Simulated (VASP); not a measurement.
Calculation: PBE GGA, VASP's PBE PAW potentials (set 64) (plane waves; VASP).

VASP ran on this input.

### KPOINTS
```
Automatic mesh
0
Gamma
6 6 6
0 0 0
```

**INCAR**
```
SYSTEM = AgCl
PREC = Accurate; ENCUT = 400; LREAL = .FALSE.
LASPH = .TRUE.
EDIFF = 1E-6; NELM = 100; ALGO = Normal
LMAXMIX = 4
ISMEAR = 0; SIGMA = 0.05
GGA = PE
ISIF = 2
LWAVE = .FALSE.; LCHARG = .FALSE.
```

File POSCAR:
```
AgCl
1
    0.0000000000     2.8305000000     2.8305000000
    2.8305000000     0.0000000000     2.8305000000
    2.8305000000     2.8305000000     0.0000000000
Ag Cl
1 1
Direct
  0.0000000000   0.0000000000   0.0000000000
  0.5000000000   0.5000000000   0.5000000000
```

POTCAR, in this order: Ag Cl (PBE.64 set). Program: vasp_std.

The run wrote:

File OSZICAR:
```
       N       E                     dE             d eps       ncg     rms          rms(c)
DAV:   1     0.808706864069E+02    0.80871E+02   -0.75971E+03   464   0.990E+02
DAV:   2    -0.231765536944E+01   -0.83188E+02   -0.76255E+02   491   0.217E+02
DAV:   3    -0.556587966373E+01   -0.32482E+01   -0.32333E+01   471   0.460E+01
DAV:   4    -0.559370868134E+01   -0.27829E-01   -0.27825E-01   461   0.472E+00
DAV:   5    -0.559409302895E+01   -0.38435E-03   -0.38435E-03   496   0.571E-01    0.538E+00
DAV:   6    -0.540077320002E+01    0.19332E+00   -0.34606E-01   457   0.787E+00    0.356E+00
DAV:   7    -0.539689551124E+01    0.38777E-02   -0.10495E-01   421   0.259E+00    0.186E+00
DAV:   8    -0.539627503366E+01    0.62048E-03   -0.61471E-03   431   0.958E-01    0.292E-01
DAV:   9    -0.539632570399E+01   -0.50670E-04   -0.74179E-04   456   0.415E-01    0.543E-02
DAV:  10    -0.539640868649E+01   -0.82982E-04   -0.15258E-04   421   0.118E-01    0.310E-02
DAV:  11    -0.539641449910E+01   -0.58126E-05   -0.54825E-06   456   0.211E-02    0.548E-03
DAV:  12    -0.539641453862E+01   -0.39518E-07   -0.29170E-07   268   0.619E-03
   1 F= -.53964145E+01 E0= -.53964145E+01  d E =-.223573E-12
```

### OUTCAR
```
------------------------ aborting loop because EDIFF is reached ----------------------------------------
  FORCE on cell =-STRESS in cart. coord.  units (eV):
  Direction    XX          YY          ZZ          XY          YZ          ZX
  --------------------------------------------------------------------------------------
  Total       -0.3695519     -0.3695519     -0.3695519      0.0000000      0.0000000      0.0000000
  in kB      -13.0546886    -13.0546886    -13.0546886      0.0000000      0.0000000      0.0000000
  external PRESSURE =     -13.0546886 kB  Pullay stress =       0.0000000 kB
  volume of cell :       45.35
      direct lattice vectors                 reciprocal lattice vectors
     0.000000000  2.830500000  2.830500000    -0.176647235  0.176647235  0.176647235
     2.830500000  0.000000000  2.830500000     0.176647235 -0.176647235  0.176647235
     2.830500000  2.830500000  0.000000000     0.176647235  0.176647235 -0.176647235
  FREE ENERGIE OF THE ION-ELECTRON SYSTEM (eV)
  ---------------------------------------------------
  free  energy   TOTEN  =        -5.3964145386 eV

  energy  without entropy=       -5.3964145386  energy(sigma->0) =       -5.39641454
```
(Selected blocks of OUTCAR.)

The compound is AgCl in the rock salt structure. The cell was not relaxed at this level.
